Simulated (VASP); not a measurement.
Given:

```xyz
2
Lattice="0.0000 3.2639 3.2639 3.2639 0.0000 3.2639 3.2639 3.2639 0.0000" Properties=species:S:1:pos:R:3 pbc="T T T"
In     0.0000     0.0000     0.0000
Sb     1.6319     1.6319     1.6319
```

Calculation: r2SCAN+rVV10, VASP's PBE PAW potentials (set 64) (plane waves; VASP 6.6.1). Settings: 520 eV cut-off, 8×8×8 Γ-centred mesh, tetrahedra with Blöchl corrections, potentials In_d Sb.

Unless said otherwise, spin-orbit coupling is left out, though it shifts the bands of the heavy elements here.

### Question
Give the energies of bands 7 to 12 at the high-symmetry points, in eV from the valence-band maximum.

### Answer

| band | Γ | X | U | L | W |
|---|---|---|---|---|---|
| 7 | 0.00 | -5.98 | -5.84 | -5.68 | -5.86 |
| 8 | 0.00 | -2.29 | -3.15 | -1.02 | -2.90 |
| 9 | 0.00 | -2.29 | -1.94 | -1.02 | -2.76 |
| 10 | 0.09 | 1.52 | 1.82 | 0.76 | 3.75 |
| 11 | 3.20 | 1.54 | 3.94 | 4.07 | 4.18 |
| 12 | 3.20 | 8.59 | 6.63 | 4.07 | 4.58 |

The gap is direct, 0.09 eV, from the valence maximum at Γ to the conduction minimum at Γ.

The compound is InSb in the zinc blende structure. It was relaxed first.
